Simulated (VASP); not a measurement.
A convergence study with VASP on PtSe$_{2}$ (1T layered): one setting is varied, all else stays as given below, so the limit is that of these other settings.

```xyz
3
Lattice="1.8650 -3.2303 0.0000 1.8650 3.2303 0.0000 0.0000 0.0000 5.0800" Properties=species:S:1:pos:R:3 pbc="T T T"
Pt     0.0000     0.0000     0.0000
Se     1.8650     1.0768     1.2954
Se     1.8650    -1.0768     3.7846
```

The numbers are results of PBE GGA, VASP's PBE PAW potentials (set 64) (plane waves; VASP), not measurements. The tightest run used: 550 eV cut-off, 12×12×8 Monkhorst-Pack mesh, Gaussian smearing of 0.050 eV, potentials Pt Se.

Q: The settings run are 1×1×1 mesh; 2×2×1 mesh; 3×3×2 mesh; 4×4×2 mesh; 5×5×3 mesh; 6×6×4 mesh; 7×7×4 mesh; 8×8×5 mesh; 9×9×6 mesh; 10×10×6 mesh; 11×11×7 mesh; 12×12×8 mesh. From which on does the stress (every component) stay within 0.2 GPa of the tightest run?

A: From 8×8×5 mesh on: it is off by 0.03 there and by no more than 0.2 in any finer run, while 7×7×4 mesh is off by 0.24.
| setting | E (eV/atom) | pressure (GPa) | largest force (eV/Å) | irreducible k-points | difference judged (GPa) |
|---|---|---|---|---|---|
| 1×1×1 mesh | -1.4346 | 30.92 | 2.896 | 1 | 43.43 |
| 2×2×1 mesh | -4.7148 | 4.66 | 0.761 | 2 | 2.52 |
| 3×3×2 mesh | -4.7494 | 5.16 | 0.042 | 4 | 1.11 |
| 4×4×2 mesh | -4.7370 | 4.72 | 0.148 | 10 | 0.12 |
| 5×5×3 mesh | -4.7456 | 4.71 | 0.100 | 12 | 0.52 |
| 6×6×4 mesh | -4.7401 | 4.77 | 0.196 | 42 | 0.06 |
| 7×7×4 mesh | -4.7393 | 4.75 | 0.191 | 24 | 0.24 |
| 8×8×5 mesh | -4.7391 | 4.80 | 0.173 | 92 | 0.03 |
| 9×9×6 mesh | -4.7401 | 4.77 | 0.182 | 57 | 0.11 |
| 10×10×6 mesh | -4.7395 | 4.79 | 0.169 | 165 | 0.06 |
| 11×11×7 mesh | -4.7398 | 4.80 | 0.167 | 94 | 0.03 |
| 12×12×8 mesh | -4.7398 | 4.81 | 0.168 | 312 | 0.00 |

Left out are rungs that failed or repeat a setting and relaxations that didn't move; long series are thinned to 24 rows.

The compound is PtSe2 in the 1T layered structure. The cell was not relaxed at this level, forces remain on its atoms.
